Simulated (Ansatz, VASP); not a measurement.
Sb4P in VASP and in Ansatz

```
Sb P
1.0
    -2.75100    2.75100    4.43137
     2.75100   -2.75100    4.43137
     2.75100    2.75100   -4.43137
Sb P
4 1
Direct
  0.31732 0.31732 0.00000
  0.68268 0.68268 0.00000
  0.50000 0.00000 0.50000
  0.00000 0.50000 0.50000
  0.00000 0.00000 0.00000
```

Change from the starting cell: species swapped into the SnF4 type (I4/mmm, No. 139).

Alike in both runs: functional PBE; k mesh 6 × 6 × 6; occupations gaussian, width 0.1 eV; no spin polarisation.

Ansatz relaxed the structure, and its values are those at the end. VASP's run is a single point on that final structure, the one shown.

```csv
,VASP,Ansatz
version,VASP 6.6.1,Ansatz 0.2.0
potentials or method,"VASP PAW PBE potentials, release 64 (Sb, P)","scalar-relativistic, plane waves, PAW"
plane-wave cutoff (eV),520,420
valence electrons in the cell,25,65
```

Ansatz gave:

| Item | Value |
| --- | --- |
| gap on the k mesh at the Fermi level (eV) | none |
| pressure (GPa) | 0.1 |

Question: What did VASP give for the same quantities?

Answer: gap on the k mesh at the Fermi level (eV): none; pressure (GPa): 0.0.

A gap of «none» marks a metal or a gap that the smearing closes. The functional is the same, so the differences come from potentials, cutoffs and numerics. The two sets of potentials don't hold the same shells in valence.

Spin-orbit coupling is left out, which matters for the levels of Sb.
